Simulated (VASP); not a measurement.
Data:

```
CELL_PARAMETERS angstrom
      1.35424    -2.34561     0.00000
      1.35424     2.34561     0.00000
      0.00000     0.00000     4.38884
ATOMIC_POSITIONS crystal
  Re 0.33333 0.66667 0.25000
  Re 0.66667 0.33333 0.75000
```

These are PBE GGA, VASP's PBE PAW potentials (set 64) (plane waves; VASP 6.6.1) values and carry that method's errors. Numerical set-up: 500 eV cut-off, 15×15×8 Γ-centred mesh, first-order Methfessel-Paxton smearing of 0.10 eV, potentials Re.

Energy and stress use the plane-wave basis of the starting cell.

Question: The ions, cell shape and volume at an external pressure of 45.0 GPa are relaxed. What does this cell relax into?

Answer: 
```
CELL_PARAMETERS angstrom
      1.34149    -2.32353     0.00000
      1.34149     2.32353     0.00000
      0.00000     0.00000     4.34769
ATOMIC_POSITIONS crystal
  Re 0.33333 0.66667 0.25000
  Re 0.66667 0.33333 0.75000
```
Space group P6_3/mmc (194), at a tolerance of 0.03 Å.

Question: How do energy and volume change from the first to the last step?

Answer: The energy (σ→0) changes by +90.8 meV/atom and the volume by -2.8 %, in 5 ionic steps.

The compound is Re in the hcp structure. This run relaxes it under an external pressure of 45 GPa. Symmetry was kept, so distortions that lower it aren't found.
